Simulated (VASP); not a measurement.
Consider the following.

```
Zr
1.0
   -1.78374     1.78374     1.78374
    1.78374    -1.78374     1.78374
    1.78374     1.78374    -1.78374
Zr
1
Direct
  0.00000   0.00000   0.00000
```

Computed with r2SCAN+rVV10 with spin-orbit coupling, VASP's PBE PAW potentials (set 64) (plane waves; VASP). Numerical set-up: 400 eV cut-off, 13×13×13 Γ-centred mesh, Gaussian smearing of 0.050 eV, potentials Zr_sv.

### Question
Predict the energy per atom (σ→0), band gap (over mesh and band path) with the smallest direct gap where there is one.

### Answer

```json
{
 "band gap (over mesh and band path)": "none (metal, semimetal or under 0.01 eV)",
 "energy per atom (σ→0)": "-22.483 eV/atom"
}
```

The absolute energy has meaning only against runs of the same code, potentials and settings.

The structure comes from a measured Zr entry (Im-3m) of the Crystallography Open Database, whose conditions weren't checked. It was relaxed first.
